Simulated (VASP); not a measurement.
Here is the system:

```
MoTe2
1.0
    1.75069    -3.03229     0.00000
    1.75069     3.03229     0.00000
    0.00000     0.00000    13.76579
Te Mo
4 2
Cartesian
  1.75069   1.01077  12.14029
  1.75069  -1.01077   5.25739
  1.75069  -1.01077   1.62551
  1.75069   1.01077   8.50840
  1.75069   1.01077   3.44145
  1.75069  -1.01077  10.32434
```

All values below come from PBE GGA with D4 dispersion, VASP's PBE PAW potentials (set 64) (plane waves; VASP). Numerical set-up: 520 eV cut-off, 8×8×2 Γ-centred mesh, tetrahedra with Blöchl corrections, potentials Te Mo_sv.

The cores are frozen, which limits the accuracy of field gradients.

Give the principal components of the electric field gradient (V/Å²) and the asymmetry η at each nucleus.

```
atom   Vxx   Vyy     Vzz     η
----  ----  ----  ------  ----
Te1   85.3  85.3  -170.6  0.00
Te2   85.3  85.3  -170.6  0.00
Te3   85.3  85.3  -170.6  0.00
Te4   85.3  85.3  -170.6  0.00
Mo5   34.6  34.6   -69.3  0.00
Mo6   34.6  34.6   -69.3  0.00
```

The compound is MoTe2 in the 2H layered structure. It was relaxed first.
